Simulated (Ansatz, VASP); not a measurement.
# Cross-check of K12B26O45 (glassy 68B2O3-32K2O (mol %)) between VASP and Ansatz, part 3 of 3

One calculation is typed for both programs; each brings its own data sets. How far apart do they land? Of the first pair: The structure shown is the start of the Ansatz relaxation below; VASP solves that cell, so the two are compared at the walk's first step.

VASP 6.6.1 and Ansatz 0.2.0.

So far. Step 3 (VASP: single point, PBE, start cell, pair 1): The run ends at a pressure of -5.13 GPa, with forces up to 3.0 eV/Å.

## Step 6: VASP: single point, PBE, relaxed cell, pair 2

Level of this step: PBE; plane waves and PAW (B, K_sv, O) (VASP).

The same cell, functional and mesh now go to VASP, with its own data sets.

File INCAR:

```
SYSTEM = K12B26O45
PREC = Accurate
ENCUT = 600
EDIFF = 1E-06
NELM = 120
ISMEAR = 0
SIGMA = 0.01
LREAL = Auto
ALGO = Normal
GGA = PE
NBANDS = 288
LORBIT = 11
LWAVE = .FALSE.
LCHARG = .FALSE.
ISIF = 2
LASPH = .TRUE.
GGA_COMPAT = .FALSE.
EFERMI = MIDGAP
NCORE = 2
```

File POSCAR:

```
K12B26O45
1.0
   10.4338160000     -0.5456480000      0.8204910000
   -0.5456480000     10.3519540000      0.3039930000
    0.8204910000      0.3039930000      9.8007560000
B K O
26 12 45
Direct
    0.5898700000      0.0277000000      0.4150100000
    0.0101800000      0.7483700000      0.9746300000
    0.6390700000      0.3019000000      0.1937100000
    0.8692200000      0.3114400000      0.0246700000
    0.2935300000      0.6952300000      0.0552100000
    0.1600600000      0.1267200000      0.3383700000
    0.2200400000      0.7749800000      0.8240200000
    0.8439700000      0.1503500000      0.8348600000
    0.8912700000      0.5459300000      0.8737300000
    0.4068000000      0.1343300000      0.8587500000
    0.1496100000      0.5540000000      0.2597100000
    0.5697600000      0.0052200000      0.6891100000
    0.8079400000      0.7011500000      0.7087800000
    0.7149700000      0.2838400000      0.6723600000
    0.7512400000      0.6801000000      0.4457700000
    0.7753700000      0.2278600000      0.4143900000
    0.6137200000      0.7954100000      0.3141600000
    0.3719300000      0.9551900000      0.0767700000
    0.0114100000      0.3056900000      0.2404900000
    0.7521200000      0.5060000000      0.2983700000
    0.4986400000      0.5671200000      0.9896900000
    0.6286200000      0.7627500000      0.0514500000
    0.5512900000      0.3400700000      0.8687900000
    0.7370800000      0.9086100000      0.8443900000
    0.4201700000      0.1291200000      0.2825300000
    0.8746600000      0.7073300000      0.2067800000
    0.4259400000      0.5190000000      0.3201400000
    0.3324900000      0.8394000000      0.3754400000
    0.9764300000      0.4421200000      0.5317200000
    0.1552900000      0.4601400000      0.9247900000
    0.4588600000      0.2880400000      0.5546100000
    0.8613300000      0.9913500000      0.5344800000
    0.1103300000      0.0675100000      0.9928100000
    0.3132200000      0.3008600000      0.0917600000
    0.0586700000      0.7702500000      0.5161400000
    0.4994000000      0.7232500000      0.6956200000
    0.8177800000      0.0254300000      0.1455900000
    0.2483900000      0.0416600000      0.6353200000
    0.2924300000      0.1827600000      0.3297300000
    0.8082900000      0.2251500000      0.7270100000
    0.0978500000      0.4219500000      0.2681400000
    0.3037500000      0.2026400000      0.8273400000
    0.7817400000      0.7221800000      0.5769100000
    0.7560600000      0.5416100000      0.4306900000
    0.5991000000      0.9734400000      0.5529200000
    0.1842600000      0.6025800000      0.3757800000
    0.6251200000      0.9335500000      0.7815100000
    0.8277800000      0.5810500000      0.1875800000
    0.6063300000      0.9236300000      0.3142900000
    0.4674000000      0.0776300000      0.4068000000
    0.8390800000      0.0193300000      0.8253600000
    0.1125800000      0.8302900000      0.9035700000
    0.9048600000      0.2018300000      0.9344800000
    0.5121200000      0.2469300000      0.2198900000
    0.8961900000      0.2866600000      0.3608700000
    0.1115900000      0.0211600000      0.4236100000
    0.4829000000      0.0919100000      0.7231100000
    0.3975900000      0.0268000000      0.1863000000
    0.0853400000      0.1877700000      0.2474300000
    0.7113600000      0.2761800000      0.5349600000
    0.3622500000      0.0103600000      0.9497400000
    0.8082000000      0.7996000000      0.7922000000
    0.5106500000      0.4510300000      0.9296700000
    0.6017600000      0.7307100000      0.1937600000
    0.6610100000      0.4062400000      0.2797700000
    0.9443400000      0.7882800000      0.0969400000
    0.8647100000      0.4223800000      0.9224300000
    0.3429300000      0.8183700000      0.1074200000
    0.6913400000      0.8774800000      0.9957800000
    0.8518900000      0.5837000000      0.7473100000
    0.6019500000      0.6628100000      0.9667800000
    0.2448100000      0.7882600000      0.6866700000
    0.3835200000      0.5840200000      0.0693200000
    0.6305300000      0.3618200000      0.7400300000
    0.7123000000      0.1233900000      0.3648300000
    0.7345600000      0.2699300000      0.0961000000
    0.9708200000      0.3258600000      0.1076800000
    0.6172700000      0.7126800000      0.4297000000
    0.2919000000      0.7043500000      0.9034900000
    0.9789100000      0.6310100000      0.9245600000
    0.1687700000      0.6300800000      0.1318000000
    0.5036500000      0.2204900000      0.9241100000
    0.8477400000      0.7593600000      0.3324200000
```

File KPOINTS:

```
Automatic mesh
0
Gamma
1 1 1
0 0 0
```

The projector-augmented-wave data sets are B, K_sv and O (PBE family, release 64).

Launch:

```
$ mpirun -np 8 vasp_gam
```

Numbers of over 12 decimals in the logs are rounded to 6 here.

Output:

```text
[... set-up lines as in an earlier step ...]
 entering main loop
       N       E                     dE             d eps       ncg     rms          rms(c)
DAV:   1     0.525401589506E+04    0.52540E+04   -0.29332E+05   576   0.179E+03
DAV:   2    -0.143364949556E+03   -0.53974E+04   -0.51800E+04   704   0.468E+02
DAV:   3    -0.639084025135E+03   -0.49572E+03   -0.49143E+03   696   0.145E+02
DAV:   4    -0.660438796160E+03   -0.21355E+02   -0.21276E+02   728   0.281E+01
[...]
DAV:  17    -0.597592958037E+03   -0.87126E-05   -0.14225E-04   688   0.262E-02    0.151E-02
DAV:  18    -0.597592959084E+03   -0.10465E-05   -0.23212E-05   664   0.122E-02    0.721E-03
DAV:  19    -0.597592959823E+03   -0.73943E-06   -0.66077E-06   672   0.741E-03
   1 F= -.59759296E+03 E0= -.59759296E+03  d E =0.000000E+00
```

OUTCAR, selected parts (step 6):

```text
  Total       -0.1145371      0.1714927      0.3460892      0.2332476     -0.0453079     -0.1055891
  in kB       -0.1751940      0.2623124      0.5293722      0.3567717     -0.0693022     -0.1615073
  external PRESSURE =       0.2054969 kB  Pullay stress =       0.0000000 kB

  FREE ENERGIE OF THE ION-ELECTRON SYSTEM (eV)
  ---------------------------------------------------
  free  energy   TOTEN  =      -597.5929598232 eV

  energy  without entropy=     -597.5929598232  energy(sigma->0) =     -597.59295982

[... 1 part as in an earlier step ...]

[... 2 further parts left out ...]
[key lines of the parts left out:]
E-fermi :   2.5321
```

The run ends at a pressure of 0.02 GPa, with forces up to 0.11 eV/Å.

## Step 7: Comparison

What differs besides the data sets and the points named for the pairs above, as far as they apply: the cutoff is 420 eV in Ansatz and 600 eV in VASP (PREC = Accurate, projectors in real space). Total energies have different zeros and are not compared.

Both answers:

| quantity | Ansatz | VASP | difference |
| --- | --- | --- | --- |
| pressure (GPa) | 0.00 | 0.02 | -0.02 |
| gap on the k mesh (eV) | 3.115 | 3.121 | -0.006 |

Forces on 7 of the 83 atoms, those with the largest forces and the largest differences (eV/Å; atoms numbered as in POSCAR):

| atom | Ansatz x, y, z | VASP x, y, z |
| --- | --- | --- |
| B15 | 0.002, 0.000, 0.006 | 0.003, 0.040, 0.097 |
| B20 | -0.008, -0.008, 0.003 | -0.039, -0.087, -0.001 |
| B21 | 0.009, -0.005, 0.005 | 0.027, -0.076, -0.039 |
| B23 | 0.003, 0.003, 0.000 | 0.004, 0.083, 0.022 |
| B26 | 0.001, 0.002, -0.005 | 0.041, 0.056, -0.057 |
| O42 | -0.003, -0.001, 0.003 | -0.058, 0.060, -0.017 |
| O46 | 0.009, -0.002, 0.000 | 0.036, 0.029, 0.065 |

The forces differ by 22 meV/Å r.m.s., where the r.m.s. force is 0.005 eV/Å in Ansatz and 0.023 eV/Å in VASP: the atoms lie near their places of rest in Ansatz, so a percentage would say little (all taken over all components). A gap on the mesh is an upper bound, since the band edges may lie between its points.

## Step 8: Summary of results

- r.m.s. force difference (single point, PBE, start cell, pair 1): 2.2 % of the r.m.s. force
- r.m.s. force difference (single point, PBE, relaxed cell, pair 2): 22 meV/Å

In words: The r.m.s. force difference is 22 meV/Å (single point, PBE, relaxed cell, pair 2), beyond the 12 meV/Å picked in this series as the mark of a large difference. What causes the difference of the single point, PBE, relaxed cell, pair 2 pair stays open here. How closely two codes agree says nothing of how well the functional describes the real material.

[Lines on the potential files, build, host, timing and source positions are cut from VASP's logs without a mark.]

[Logs are printed without paths, hosts, clocks, repeated set-up lines and the standing remarks that a program may print on its own settings, such as how far it seeks lower states.]

[Hosts, paths, dates, database ids (printed as entryN), source tags and the programs' standing remarks are cut or masked in the printed files.]
